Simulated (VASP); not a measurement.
Here is the system:

```
CELL_PARAMETERS angstrom
      0.00000     1.78350     1.78350
      1.78350     0.00000     1.78350
      1.78350     1.78350     0.00000
ATOMIC_POSITIONS crystal
  C  0.00000 0.00000 0.00000
  C  0.25000 0.25000 0.25000
```

The numbers are results of G0W0 on PBE orbitals, VASP's PBE PAW potentials (set 64) (plane waves; VASP), not measurements. Settings: PREC = Normal, 500 eV cut-off, 4×4×4 Γ-centred mesh, Gaussian smearing of 0.010 eV, potentials C_GW_new.

The mesh is coarse and the basis finite, so the quasiparticle values are not converged.

**Question.** The job: C (diamond), 2 atoms, G0W0@PBE, GW step (240 bands), 500 eV, 4×4×4 Γ-centred mesh. Roughly how much core time does it take on a busy server core?

**Answer.** About 3 core-minutes (one run on a shared machine, a rough figure). It had 8 irreducible k-points, 240 bands, up to 303 plane waves and 0 electronic steps.

The compound is C in the diamond structure. The cell was not relaxed at this level. The k-mesh is coarse (spacing up to 0.76 per Å, 2π included), so the numbers may not be converged in it.
